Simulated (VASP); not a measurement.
A convergence study with VASP on BaTe (rock salt): one setting is varied, all else stays as given below, so the limit is that of these other settings.

```
BaTe
1.0
    0.00000     3.50000     3.50000
    3.50000     0.00000     3.50000
    3.50000     3.50000     0.00000
Ba Te
1 1
Direct
  0.00000   0.00000   0.00000
  0.50000   0.50000   0.50000
```

Level of theory: PBE GGA, VASP's PBE PAW potentials (set 64) (plane waves; VASP). The tightest run used: 550 eV cut-off, 15×15×15 Γ-centred mesh, Gaussian smearing of 0.050 eV, potentials Ba_sv Te.

The reference is 15×15×15 mesh, which took about 4 core-minutes. Costs are core time on shared hosts, one run each; read them as rough ratios.

Task: Of the settings 1×1×1 mesh; 2×2×2 mesh; 3×3×3 mesh; 4×4×4 mesh; 5×5×5 mesh; 6×6×6 mesh; 7×7×7 mesh; 8×8×8 mesh; 9×9×9 mesh; 10×10×10 mesh; 11×11×11 mesh; 12×12×12 mesh; 13×13×13 mesh; 14×14×14 mesh; 15×15×15 mesh, which is the lowest that keeps the difference from the reference in E (eV/atom) within 0.01 from there on, and what does it cost?

Result: 4×4×4 mesh; its cost over the reference is about 1/7.
```tsv
setting	difference in E (eV/atom)	cost over the reference
1×1×1 mesh	3.4423	about 1/20
2×2×2 mesh	0.2270	about 1/20
3×3×3 mesh	0.0256	about 1/10
4×4×4 mesh	0.0049	about 1/7
5×5×5 mesh	0.0011	about 1/7
6×6×6 mesh	0.0003	about 1/5
7×7×7 mesh	0.0001	about 1/4
8×8×8 mesh	0.0000	about 1/4
9×9×9 mesh	0.0000	about 1/3
10×10×10 mesh	0.0000	about 1/2
11×11×11 mesh	0.0000	within a factor of 2
12×12×12 mesh	0.0000	within a factor of 2
13×13×13 mesh	0.0000	within a factor of 2
14×14×14 mesh	0.0000	within a factor of 2
15×15×15 mesh	0.0000	reference
```

Left out are rungs that failed or repeat a setting and relaxations that didn't move; long series are thinned to 24 rows.

The compound is BaTe in the rock salt structure. The cell was not relaxed at this level.
